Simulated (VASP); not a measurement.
OSZICAR of a VASP run on ZnS (wurtzite):

File OSZICAR:
```
       N       E                     dE             d eps       ncg     rms          rms(c)
DAV:   1     0.238338032163E+03    0.23834E+03   -0.17748E+04  1320   0.199E+03
DAV:   2     0.753568903707E+01   -0.23080E+03   -0.22559E+03  1374   0.381E+02
DAV:   3    -0.145546116638E+02   -0.22090E+02   -0.21994E+02  1590   0.120E+02
DAV:   4    -0.150595250416E+02   -0.50491E+00   -0.50441E+00  1560   0.186E+01
DAV:   5    -0.150688023168E+02   -0.92773E-02   -0.92764E-02  1612   0.248E+00    0.102E+01
DAV:   6    -0.142581438070E+02    0.81066E+00   -0.20274E+00  1874   0.453E+01    0.775E+00
DAV:   7    -0.142912879354E+02   -0.33144E-01   -0.19471E+00  1428   0.816E+00    0.312E+00
DAV:   8    -0.142715621873E+02    0.19726E-01   -0.10670E-01  1786   0.462E+00    0.103E+00
DAV:   9    -0.142720455531E+02   -0.48337E-03   -0.24550E-02  1826   0.267E+00    0.266E-01
DAV:  10    -0.142722138276E+02   -0.16827E-03   -0.14230E-03  1484   0.477E-01    0.182E-01
DAV:  11    -0.142725387328E+02   -0.32491E-03   -0.54997E-04  1470   0.196E-01    0.977E-02
DAV:  12    -0.142725431353E+02   -0.44026E-05   -0.42679E-05  1622   0.746E-02    0.198E-02
DAV:  13    -0.142725491578E+02   -0.60224E-05   -0.13426E-05  1458   0.282E-02    0.976E-03
DAV:  14    -0.142725493280E+02   -0.17021E-06   -0.12962E-06  1626   0.166E-02    0.437E-03
DAV:  15    -0.142725491820E+02    0.14599E-06   -0.28455E-07  1252   0.756E-03    0.279E-03
DAV:  16    -0.142725491619E+02    0.20073E-07   -0.10900E-07  1030   0.239E-03
   1 F= -.14272549E+02 E0= -.14272549E+02  d E =0.000000E+00
```

Which electronic solver shows in the log?

It is blocked Davidson (ALGO = Normal, or the opening steps of other solvers). The INCAR had ALGO = Normal.

Can the final energy be trusted as converged?

Self-consistency was reached. It stopped with EDIFF = 1E-7, NELM = 100 (AM05 GGA, plane waves, VASP's PBE PAW potentials (set 64)).

The compound is ZnS in the wurtzite structure, the high-temperature form. It was relaxed first.
